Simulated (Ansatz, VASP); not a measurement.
# Cross-check of Ge (Germanium) between VASP and Ansatz, part 2 of 4

Aim: how closely do two programs agree when they are given the same cell, functional and k mesh? The structure shown is the start of the Ansatz relaxation below; VASP solves that cell, so the two are compared at the walk's first step.

VASP 6.6.1 and Ansatz 0.2.0.

So far: The structure; Ansatz: relaxation, LDA.

## (3) VASP: single point, LDA, start cell, pair 1

Level of this step: LDA; plane waves and PAW (Ge_d) (VASP).

The same cell, functional (in two slightly different forms), mesh and smearing now go to VASP, with its own data sets.

Lines of VASP's logs that name or quote its potential files are left out, and so is its time.

INCAR

```
SYSTEM = Ge
PREC = Accurate
ENCUT = 410
EDIFF = 1E-06
NELM = 120
ISMEAR = 0
SIGMA = 0.015
LREAL = .FALSE.
ALGO = Normal
GGA = CA
NBANDS = 20
LORBIT = 11
LWAVE = .FALSE.
LCHARG = .FALSE.
ISIF = 2
ISYM = 2
LASPH = .TRUE.
GGA_COMPAT = .FALSE.
EFERMI = MIDGAP
KPAR = 2
```

POSCAR

```
Ge
1.0
    0.0972810000      2.7955940000      2.7955940000
    2.7955940000      0.0972810000      2.7955940000
    2.7955940000      2.7955940000      0.0972810000
Ge
2
Direct
    0.5019262652      0.5019262652      0.5019262652
    0.7480736908      0.7480736908      0.7480736908
```

KPOINTS

```
Points of the shifted mesh
1728
Reciprocal
 0.0416666667  0.0416666667  0.0416666667 1
 0.0416666667  0.0416666667  0.1250000000 1
 0.0416666667  0.0416666667  0.2083333333 1
 0.0416666667  0.0416666667  0.2916666667 1
 0.0416666667  0.0416666667  0.3750000000 1
 0.0416666667  0.0416666667  0.4583333333 1
 0.0416666667  0.0416666667  0.5416666667 1
 0.0416666667  0.0416666667  0.6250000000 1
 0.0416666667  0.0416666667  0.7083333333 1
 0.0416666667  0.0416666667  0.7916666667 1
 0.0416666667  0.0416666667  0.8750000000 1
 0.0416666667  0.0416666667  0.9583333333 1
 0.0416666667  0.1250000000  0.0416666667 1
 0.0416666667  0.1250000000  0.1250000000 1
 0.0416666667  0.1250000000  0.2083333333 1
 0.0416666667  0.1250000000  0.2916666667 1
 0.0416666667  0.1250000000  0.3750000000 1
 0.0416666667  0.1250000000  0.4583333333 1
 0.0416666667  0.1250000000  0.5416666667 1
 0.0416666667  0.1250000000  0.6250000000 1
 0.0416666667  0.1250000000  0.7083333333 1
 0.0416666667  0.1250000000  0.7916666667 1
 0.0416666667  0.1250000000  0.8750000000 1
 0.0416666667  0.1250000000  0.9583333333 1
 0.0416666667  0.2083333333  0.0416666667 1
 0.0416666667  0.2083333333  0.1250000000 1
 0.0416666667  0.2083333333  0.2083333333 1
 0.0416666667  0.2083333333  0.2916666667 1
 0.0416666667  0.2083333333  0.3750000000 1
 0.0416666667  0.2083333333  0.4583333333 1
 0.0416666667  0.2083333333  0.5416666667 1
 0.0416666667  0.2083333333  0.6250000000 1
 0.0416666667  0.2083333333  0.7083333333 1
 0.0416666667  0.2083333333  0.7916666667 1
 0.0416666667  0.2083333333  0.8750000000 1
 0.0416666667  0.2083333333  0.9583333333 1
 0.0416666667  0.2916666667  0.0416666667 1
 0.0416666667  0.2916666667  0.1250000000 1
 0.0416666667  0.2916666667  0.2083333333 1
 0.0416666667  0.2916666667  0.2916666667 1
 0.0416666667  0.2916666667  0.3750000000 1
 0.0416666667  0.2916666667  0.4583333333 1
 0.0416666667  0.2916666667  0.5416666667 1
 0.0416666667  0.2916666667  0.6250000000 1
 0.0416666667  0.2916666667  0.7083333333 1
 0.0416666667  0.2916666667  0.7916666667 1
 0.0416666667  0.2916666667  0.8750000000 1
 0.0416666667  0.2916666667  0.9583333333 1
 0.0416666667  0.3750000000  0.0416666667 1
 0.0416666667  0.3750000000  0.1250000000 1
 0.0416666667  0.3750000000  0.2083333333 1
 0.0416666667  0.3750000000  0.2916666667 1
 0.0416666667  0.3750000000  0.3750000000 1
 0.0416666667  0.3750000000  0.4583333333 1
 0.0416666667  0.3750000000  0.5416666667 1
 0.0416666667  0.3750000000  0.6250000000 1
 0.0416666667  0.3750000000  0.7083333333 1
 0.0416666667  0.3750000000  0.7916666667 1
 0.0416666667  0.3750000000  0.8750000000 1
 0.0416666667  0.3750000000  0.9583333333 1
 0.0416666667  0.4583333333  0.0416666667 1
 0.0416666667  0.4583333333  0.1250000000 1
 0.0416666667  0.4583333333  0.2083333333 1
 0.0416666667  0.4583333333  0.2916666667 1
 0.0416666667  0.4583333333  0.3750000000 1
 0.0416666667  0.4583333333  0.4583333333 1
 0.0416666667  0.4583333333  0.5416666667 1
 0.0416666667  0.4583333333  0.6250000000 1
 0.0416666667  0.4583333333  0.7083333333 1
 0.0416666667  0.4583333333  0.7916666667 1
 0.0416666667  0.4583333333  0.8750000000 1
 0.0416666667  0.4583333333  0.9583333333 1
 0.0416666667  0.5416666667  0.0416666667 1
 0.0416666667  0.5416666667  0.1250000000 1
 0.0416666667  0.5416666667  0.2083333333 1
 0.0416666667  0.5416666667  0.2916666667 1
 0.0416666667  0.5416666667  0.3750000000 1
 0.0416666667  0.5416666667  0.4583333333 1
 0.0416666667  0.5416666667  0.5416666667 1
 0.0416666667  0.5416666667  0.6250000000 1
 0.0416666667  0.5416666667  0.7083333333 1
 0.0416666667  0.5416666667  0.7916666667 1
 0.0416666667  0.5416666667  0.8750000000 1
 0.0416666667  0.5416666667  0.9583333333 1
 0.0416666667  0.6250000000  0.0416666667 1
 0.0416666667  0.6250000000  0.1250000000 1
 0.0416666667  0.6250000000  0.2083333333 1
 0.0416666667  0.6250000000  0.2916666667 1
 0.0416666667  0.6250000000  0.3750000000 1
 0.0416666667  0.6250000000  0.4583333333 1
 0.0416666667  0.6250000000  0.5416666667 1
 0.0416666667  0.6250000000  0.6250000000 1
 0.0416666667  0.6250000000  0.7083333333 1
 0.0416666667  0.6250000000  0.7916666667 1
 0.0416666667  0.6250000000  0.8750000000 1
 0.0416666667  0.6250000000  0.9583333333 1
 0.0416666667  0.7083333333  0.0416666667 1
 0.0416666667  0.7083333333  0.1250000000 1
 0.0416666667  0.7083333333  0.2083333333 1
 0.0416666667  0.7083333333  0.2916666667 1
 0.0416666667  0.7083333333  0.3750000000 1
 0.0416666667  0.7083333333  0.4583333333 1
 0.0416666667  0.7083333333  0.5416666667 1
 0.0416666667  0.7083333333  0.6250000000 1
 0.0416666667  0.7083333333  0.7083333333 1
 0.0416666667  0.7083333333  0.7916666667 1
 0.0416666667  0.7083333333  0.8750000000 1
 0.0416666667  0.7083333333  0.9583333333 1
 0.0416666667  0.7916666667  0.0416666667 1
 0.0416666667  0.7916666667  0.1250000000 1
 0.0416666667  0.7916666667  0.2083333333 1
 0.0416666667  0.7916666667  0.2916666667 1
[... 1390 lines left out ...]
 0.8750000000  0.4583333333  0.1250000000 1
 0.8750000000  0.4583333333  0.2083333333 1
 0.8750000000  0.4583333333  0.2916666667 1
 0.8750000000  0.4583333333  0.3750000000 1
 0.8750000000  0.4583333333  0.4583333333 1
 0.8750000000  0.4583333333  0.5416666667 1
 0.8750000000  0.4583333333  0.6250000000 1
 0.8750000000  0.4583333333  0.7083333333 1
 0.8750000000  0.4583333333  0.7916666667 1
 0.8750000000  0.4583333333  0.8750000000 1
 0.8750000000  0.4583333333  0.9583333333 1
 0.8750000000  0.5416666667  0.0416666667 1
 0.8750000000  0.5416666667  0.1250000000 1
 0.8750000000  0.5416666667  0.2083333333 1
 0.8750000000  0.5416666667  0.2916666667 1
 0.8750000000  0.5416666667  0.3750000000 1
 0.8750000000  0.5416666667  0.4583333333 1
 0.8750000000  0.5416666667  0.5416666667 1
 0.8750000000  0.5416666667  0.6250000000 1
 0.8750000000  0.5416666667  0.7083333333 1
 0.8750000000  0.5416666667  0.7916666667 1
 0.8750000000  0.5416666667  0.8750000000 1
 0.8750000000  0.5416666667  0.9583333333 1
 0.8750000000  0.6250000000  0.0416666667 1
 0.8750000000  0.6250000000  0.1250000000 1
 0.8750000000  0.6250000000  0.2083333333 1
 0.8750000000  0.6250000000  0.2916666667 1
 0.8750000000  0.6250000000  0.3750000000 1
 0.8750000000  0.6250000000  0.4583333333 1
 0.8750000000  0.6250000000  0.5416666667 1
 0.8750000000  0.6250000000  0.6250000000 1
 0.8750000000  0.6250000000  0.7083333333 1
 0.8750000000  0.6250000000  0.7916666667 1
 0.8750000000  0.6250000000  0.8750000000 1
 0.8750000000  0.6250000000  0.9583333333 1
 0.8750000000  0.7083333333  0.0416666667 1
 0.8750000000  0.7083333333  0.1250000000 1
 0.8750000000  0.7083333333  0.2083333333 1
 0.8750000000  0.7083333333  0.2916666667 1
 0.8750000000  0.7083333333  0.3750000000 1
 0.8750000000  0.7083333333  0.4583333333 1
 0.8750000000  0.7083333333  0.5416666667 1
 0.8750000000  0.7083333333  0.6250000000 1
 0.8750000000  0.7083333333  0.7083333333 1
 0.8750000000  0.7083333333  0.7916666667 1
 0.8750000000  0.7083333333  0.8750000000 1
 0.8750000000  0.7083333333  0.9583333333 1
 0.8750000000  0.7916666667  0.0416666667 1
 0.8750000000  0.7916666667  0.1250000000 1
 0.8750000000  0.7916666667  0.2083333333 1
 0.8750000000  0.7916666667  0.2916666667 1
 0.8750000000  0.7916666667  0.3750000000 1
 0.8750000000  0.7916666667  0.4583333333 1
 0.8750000000  0.7916666667  0.5416666667 1
 0.8750000000  0.7916666667  0.6250000000 1
 0.8750000000  0.7916666667  0.7083333333 1
 0.8750000000  0.7916666667  0.7916666667 1
 0.8750000000  0.7916666667  0.8750000000 1
 0.8750000000  0.7916666667  0.9583333333 1
 0.8750000000  0.8750000000  0.0416666667 1
 0.8750000000  0.8750000000  0.1250000000 1
 0.8750000000  0.8750000000  0.2083333333 1
 0.8750000000  0.8750000000  0.2916666667 1
 0.8750000000  0.8750000000  0.3750000000 1
 0.8750000000  0.8750000000  0.4583333333 1
 0.8750000000  0.8750000000  0.5416666667 1
 0.8750000000  0.8750000000  0.6250000000 1
 0.8750000000  0.8750000000  0.7083333333 1
 0.8750000000  0.8750000000  0.7916666667 1
 0.8750000000  0.8750000000  0.8750000000 1
 0.8750000000  0.8750000000  0.9583333333 1
 0.8750000000  0.9583333333  0.0416666667 1
 0.8750000000  0.9583333333  0.1250000000 1
 0.8750000000  0.9583333333  0.2083333333 1
 0.8750000000  0.9583333333  0.2916666667 1
 0.8750000000  0.9583333333  0.3750000000 1
 0.8750000000  0.9583333333  0.4583333333 1
 0.8750000000  0.9583333333  0.5416666667 1
 0.8750000000  0.9583333333  0.6250000000 1
 0.8750000000  0.9583333333  0.7083333333 1
 0.8750000000  0.9583333333  0.7916666667 1
 0.8750000000  0.9583333333  0.8750000000 1
 0.8750000000  0.9583333333  0.9583333333 1
 0.9583333333  0.0416666667  0.0416666667 1
 0.9583333333  0.0416666667  0.1250000000 1
 0.9583333333  0.0416666667  0.2083333333 1
 0.9583333333  0.0416666667  0.2916666667 1
 0.9583333333  0.0416666667  0.3750000000 1
 0.9583333333  0.0416666667  0.4583333333 1
 0.9583333333  0.0416666667  0.5416666667 1
 0.9583333333  0.0416666667  0.6250000000 1
 0.9583333333  0.0416666667  0.7083333333 1
 0.9583333333  0.0416666667  0.7916666667 1
 0.9583333333  0.0416666667  0.8750000000 1
 0.9583333333  0.0416666667  0.9583333333 1
 0.9583333333  0.1250000000  0.0416666667 1
 0.9583333333  0.1250000000  0.1250000000 1
 0.9583333333  0.1250000000  0.2083333333 1
 0.9583333333  0.1250000000  0.2916666667 1
 0.9583333333  0.1250000000  0.3750000000 1
 0.9583333333  0.1250000000  0.4583333333 1
 0.9583333333  0.1250000000  0.5416666667 1
 0.9583333333  0.1250000000  0.6250000000 1
 0.9583333333  0.1250000000  0.7083333333 1
 0.9583333333  0.1250000000  0.7916666667 1
 0.9583333333  0.1250000000  0.8750000000 1
 0.9583333333  0.1250000000  0.9583333333 1
 0.9583333333  0.2083333333  0.0416666667 1
 0.9583333333  0.2083333333  0.1250000000 1
 0.9583333333  0.2083333333  0.2083333333 1
 0.9583333333  0.2083333333  0.2916666667 1
 0.9583333333  0.2083333333  0.3750000000 1
 0.9583333333  0.2083333333  0.4583333333 1
 0.9583333333  0.2083333333  0.5416666667 1
 0.9583333333  0.2083333333  0.6250000000 1
 0.9583333333  0.2083333333  0.7083333333 1
 0.9583333333  0.2083333333  0.7916666667 1
 0.9583333333  0.2083333333  0.8750000000 1
 0.9583333333  0.2083333333  0.9583333333 1
 0.9583333333  0.2916666667  0.0416666667 1
 0.9583333333  0.2916666667  0.1250000000 1
 0.9583333333  0.2916666667  0.2083333333 1
 0.9583333333  0.2916666667  0.2916666667 1
 0.9583333333  0.2916666667  0.3750000000 1
 0.9583333333  0.2916666667  0.4583333333 1
 0.9583333333  0.2916666667  0.5416666667 1
 0.9583333333  0.2916666667  0.6250000000 1
 0.9583333333  0.2916666667  0.7083333333 1
 0.9583333333  0.2916666667  0.7916666667 1
 0.9583333333  0.2916666667  0.8750000000 1
 0.9583333333  0.2916666667  0.9583333333 1
 0.9583333333  0.3750000000  0.0416666667 1
 0.9583333333  0.3750000000  0.1250000000 1
 0.9583333333  0.3750000000  0.2083333333 1
 0.9583333333  0.3750000000  0.2916666667 1
 0.9583333333  0.3750000000  0.3750000000 1
 0.9583333333  0.3750000000  0.4583333333 1
 0.9583333333  0.3750000000  0.5416666667 1
 0.9583333333  0.3750000000  0.6250000000 1
 0.9583333333  0.3750000000  0.7083333333 1
 0.9583333333  0.3750000000  0.7916666667 1
 0.9583333333  0.3750000000  0.8750000000 1
 0.9583333333  0.3750000000  0.9583333333 1
 0.9583333333  0.4583333333  0.0416666667 1
 0.9583333333  0.4583333333  0.1250000000 1
 0.9583333333  0.4583333333  0.2083333333 1
 0.9583333333  0.4583333333  0.2916666667 1
 0.9583333333  0.4583333333  0.3750000000 1
 0.9583333333  0.4583333333  0.4583333333 1
 0.9583333333  0.4583333333  0.5416666667 1
 0.9583333333  0.4583333333  0.6250000000 1
 0.9583333333  0.4583333333  0.7083333333 1
 0.9583333333  0.4583333333  0.7916666667 1
 0.9583333333  0.4583333333  0.8750000000 1
 0.9583333333  0.4583333333  0.9583333333 1
 0.9583333333  0.5416666667  0.0416666667 1
 0.9583333333  0.5416666667  0.1250000000 1
 0.9583333333  0.5416666667  0.2083333333 1
 0.9583333333  0.5416666667  0.2916666667 1
 0.9583333333  0.5416666667  0.3750000000 1
 0.9583333333  0.5416666667  0.4583333333 1
 0.9583333333  0.5416666667  0.5416666667 1
 0.9583333333  0.5416666667  0.6250000000 1
 0.9583333333  0.5416666667  0.7083333333 1
 0.9583333333  0.5416666667  0.7916666667 1
 0.9583333333  0.5416666667  0.8750000000 1
 0.9583333333  0.5416666667  0.9583333333 1
 0.9583333333  0.6250000000  0.0416666667 1
 0.9583333333  0.6250000000  0.1250000000 1
 0.9583333333  0.6250000000  0.2083333333 1
 0.9583333333  0.6250000000  0.2916666667 1
 0.9583333333  0.6250000000  0.3750000000 1
 0.9583333333  0.6250000000  0.4583333333 1
 0.9583333333  0.6250000000  0.5416666667 1
 0.9583333333  0.6250000000  0.6250000000 1
 0.9583333333  0.6250000000  0.7083333333 1
 0.9583333333  0.6250000000  0.7916666667 1
 0.9583333333  0.6250000000  0.8750000000 1
 0.9583333333  0.6250000000  0.9583333333 1
 0.9583333333  0.7083333333  0.0416666667 1
 0.9583333333  0.7083333333  0.1250000000 1
 0.9583333333  0.7083333333  0.2083333333 1
 0.9583333333  0.7083333333  0.2916666667 1
 0.9583333333  0.7083333333  0.3750000000 1
 0.9583333333  0.7083333333  0.4583333333 1
 0.9583333333  0.7083333333  0.5416666667 1
 0.9583333333  0.7083333333  0.6250000000 1
 0.9583333333  0.7083333333  0.7083333333 1
 0.9583333333  0.7083333333  0.7916666667 1
 0.9583333333  0.7083333333  0.8750000000 1
 0.9583333333  0.7083333333  0.9583333333 1
 0.9583333333  0.7916666667  0.0416666667 1
 0.9583333333  0.7916666667  0.1250000000 1
 0.9583333333  0.7916666667  0.2083333333 1
 0.9583333333  0.7916666667  0.2916666667 1
 0.9583333333  0.7916666667  0.3750000000 1
 0.9583333333  0.7916666667  0.4583333333 1
 0.9583333333  0.7916666667  0.5416666667 1
 0.9583333333  0.7916666667  0.6250000000 1
 0.9583333333  0.7916666667  0.7083333333 1
 0.9583333333  0.7916666667  0.7916666667 1
 0.9583333333  0.7916666667  0.8750000000 1
 0.9583333333  0.7916666667  0.9583333333 1
 0.9583333333  0.8750000000  0.0416666667 1
 0.9583333333  0.8750000000  0.1250000000 1
 0.9583333333  0.8750000000  0.2083333333 1
 0.9583333333  0.8750000000  0.2916666667 1
 0.9583333333  0.8750000000  0.3750000000 1
 0.9583333333  0.8750000000  0.4583333333 1
 0.9583333333  0.8750000000  0.5416666667 1
 0.9583333333  0.8750000000  0.6250000000 1
 0.9583333333  0.8750000000  0.7083333333 1
 0.9583333333  0.8750000000  0.7916666667 1
 0.9583333333  0.8750000000  0.8750000000 1
 0.9583333333  0.8750000000  0.9583333333 1
 0.9583333333  0.9583333333  0.0416666667 1
 0.9583333333  0.9583333333  0.1250000000 1
 0.9583333333  0.9583333333  0.2083333333 1
 0.9583333333  0.9583333333  0.2916666667 1
 0.9583333333  0.9583333333  0.3750000000 1
 0.9583333333  0.9583333333  0.4583333333 1
 0.9583333333  0.9583333333  0.5416666667 1
 0.9583333333  0.9583333333  0.6250000000 1
 0.9583333333  0.9583333333  0.7083333333 1
 0.9583333333  0.9583333333  0.7916666667 1
 0.9583333333  0.9583333333  0.8750000000 1
 0.9583333333  0.9583333333  0.9583333333 1
```

The projector-augmented-wave data sets are Ge_d (LDA family, release 64).

Started as:

```bash
$ mpirun -np 2 vasp_std
```

What it wrote:

```text
[banner, memory and clock lines left out]
running    2 mpi-ranks, on    1 nodes
 distrk:  each k-point on    1 cores,    2 groups
 distr:  one band on    1 cores,    1 groups

 POSCAR found type information on POSCAR Ge
 POSCAR found :  1 types and       2 ions
 LDA part: xc-table for (Slater(with rela. corr.)+CA(PZ))
 , standard interpolation
 POSCAR, INCAR and KPOINTS ok, starting setup
 FFT: planning ... GRIDC
 FFT: planning ... GRID_SOFT
 FFT: planning ... GRID
 WAVECAR not read
 entering main loop
       N       E                     dE             d eps       ncg     rms          rms(c)
DAV:   1     0.169360636705E+03    0.16936E+03   -0.13244E+04 74856   0.344E+03
DAV:   2     0.121944340853E+02   -0.15717E+03   -0.15302E+03 69356   0.533E+02
DAV:   3    -0.987367871057E+01   -0.22068E+02   -0.21933E+02 77712   0.135E+02
DAV:   4    -0.105103940651E+02   -0.63672E+00   -0.63636E+00 77808   0.273E+01
DAV:   5    -0.105200629921E+02   -0.96689E-02   -0.96686E-02 77728   0.357E+00    0.370E+00
DAV:   6    -0.103714047148E+02    0.14866E+00   -0.50543E-02 76328   0.166E+00    0.212E+00
DAV:   7    -0.102999310322E+02    0.71474E-01   -0.99290E-02 82144   0.225E+00    0.157E-01
DAV:   8    -0.103006499384E+02   -0.71891E-03   -0.75124E-03 77304   0.829E-01    0.560E-02
DAV:   9    -0.103006480430E+02    0.18955E-05   -0.20158E-04 80660   0.157E-01    0.285E-02
DAV:  10    -0.103006483636E+02   -0.32066E-06   -0.18033E-05 87752   0.416E-02    0.346E-03
DAV:  11    -0.103006482289E+02    0.13473E-06   -0.19199E-06 62852   0.155E-02
   1 F= -.10300648E+02 E0= -.10300648E+02  d E =-.405362E-35
```

From OUTCAR (step 3):

```text
ion  position               nearest neighbor table
   1  0.502  0.502  0.502-   2 2.36   2 2.36   2 2.36   2 2.43
   2  0.748  0.748  0.748-   1 2.36   1 2.36   1 2.36   1 2.43

  LATTYP: Found a trigonal (rhomboedric) cell.
 ALAT       =     3.9547636110
 COS(alpha) =     0.5344743742

 Subroutine GETGRP returns: Found 12 space group operations
 (whereof  6 operations were pure point group operations)

The static configuration has the point symmetry C_3v.
 The point group associated with its full space group is D_3d.

   k-points           NKPTS =   1728   k-points in BZ     NKDIM =   1728   number of bands    NBANDS=     20

   dimension x,y,z NGX =    28 NGY =   28 NGZ =   28
   dimension x,y,z NGXF=    56 NGYF=   56 NGZF=   56

   ENCUT  =  410.0 eV  30.13 Ry    5.49 a.u.   6.53  6.53  6.53*2*pi/ulx,y,z

   NELECT =      28.0000    total number of electrons

 k-points in reciprocal lattice and weights: Points of the shifted mesh
   0.04166667  0.04166667  0.04166667       0.001
   0.04166667  0.04166667  0.12500000       0.001
   0.04166667  0.04166667  0.20833333       0.001
   0.04166667  0.04166667  0.29166667       0.001
   0.04166667  0.04166667  0.37500000       0.001
   0.04166667  0.04166667  0.45833333       0.001
   0.04166667  0.04166667  0.54166667       0.001
   0.04166667  0.04166667  0.62500000       0.001
   0.04166667  0.04166667  0.70833333       0.001
[...]
0.95833333  0.95833333  0.87500000       0.001
   0.95833333  0.95833333  0.95833333       0.001

 average (electrostatic) potential at core
       1 -74.6001       2 -74.6001

 E-fermi :   5.8887

 k-point     1 :       0.0417    0.0417    0.0417
  band No.  band energies     occupation
    ...
     10     -19.1118      2.00000
     11      -7.8599      2.00000
     12       4.6802      2.00000
     13       5.7618      2.00000
     14       5.7618      2.00000
     15       6.6585      0.00000
     16       8.0694      0.00000
     17       8.4710      0.00000
     18       8.4710      0.00000
     19      12.2244      0.00000
    ...

 k-point     2 :       0.0417    0.0417    0.1250
  band No.  band energies     occupation
    ...
     10     -19.0982      2.00000
     11      -7.7369      2.00000
     12       3.7635      2.00000
     13       4.8763      2.00000
     14       5.6491      2.00000
     15       7.1742      0.00000
     16       8.5237      0.00000
     17       8.6158      0.00000
     18       9.0983      0.00000
     19      12.8670      0.00000
    ...

 k-point     3 :       0.0417    0.0417    0.2083
  band No.  band energies     occupation
    ...
     10     -19.0875      2.00000
     11      -7.4276      2.00000
     12       2.2184      2.00000
     13       4.2271      2.00000
     14       5.2474      2.00000
     15       6.9922      0.00000
     16       9.0685      0.00000
     17       9.0877      0.00000
     18      10.4613      0.00000
     19      13.5985      0.00000
    ...

  Total        1.5178353      1.5178353      1.5178353     -0.7298162     -0.7298162     -0.7298162
  in kB       58.7158259     58.7158259     58.7158259    -28.2321572    -28.2321572    -28.2321572
  external PRESSURE =      58.7158259 kB  Pullay stress =       0.0000000 kB

  energy-cutoff  :      410.00
  volume of cell :       41.42
      direct lattice vectors                 reciprocal lattice vectors
     0.097281000  2.795594000  2.795594000    -0.188469877  0.182132051  0.182132051
     2.795594000  0.097281000  2.795594000     0.182132051 -0.188469877  0.182132051
     2.795594000  2.795594000  0.097281000     0.182132051  0.182132051 -0.188469877

 POSITION                                       TOTAL-FORCE (eV/Angst)
 -----------------------------------------------------------------------------------
      2.85519      2.85519      2.85519         0.083426      0.083426      0.083426
      4.25539      4.25539      4.25539        -0.083426     -0.083426     -0.083426
 -----------------------------------------------------------------------------------
    total drift:                                0.000000      0.000000      0.000000

  FREE ENERGIE OF THE ION-ELECTRON SYSTEM (eV)
  ---------------------------------------------------
  free  energy   TOTEN  =       -10.3006482289 eV

  energy  without entropy=      -10.3006482289  energy(sigma->0) =      -10.30064823

 total charge
# of ion       s       p       d       tot
------------------------------------------
    1        1.135   1.360  10.038  12.533
    2        1.135   1.360  10.038  12.533
--------------------------------------------------
tot          2.270   2.720  20.076  25.067

[... 3 further parts left out ...]
```

The gap is read on the k-mesh alone, so it is an upper bound where the band edges lie off the mesh.

(Part 2 of 4 ends here.)

[Lines on the potential files, build, host, timing and source positions are cut from VASP's logs without a mark.]

[Logs are printed without paths, hosts, clocks, repeated set-up lines and the standing remarks that a program may print on its own settings, such as how far it seeks lower states.]

[Hosts, paths, dates, database ids (printed as entryN), source tags and the programs' standing remarks are cut or masked in the printed files.]
